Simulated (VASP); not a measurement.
Given:

```xyz
2
Lattice="0.0000 2.7518 2.7518 2.7518 0.0000 2.7518 2.7518 2.7518 0.0000" Properties=species:S:1:pos:R:3 pbc="T T T"
Mg     0.0000     0.0000     0.0000
Se     2.7518     2.7518     2.7518
```

Computed with PBE GGA, VASP's PBE PAW potentials (set 64) (plane waves; VASP). Run with 400 eV cut-off, 8×8×8 Γ-centred mesh, Gaussian smearing of 0.050 eV, potentials Mg Se.

Question: Estimate the energy per atom (σ→0), band gap (on the k-mesh) with the smallest direct gap where there is one.

Answer: 
```
Property                                             Result
-----------------------------------  ----------------------
band gap (on the k-mesh)                            1.75 eV
smallest direct gap (on the k-mesh)                 2.41 eV
energy per atom (σ→0)                -361.4 kJ/mol of atoms
```

Total energies compare only between runs with the same potentials, cut-off and functional.

The compound is MgSe in the rock salt structure. It was relaxed first. The start is the result of an earlier pass.
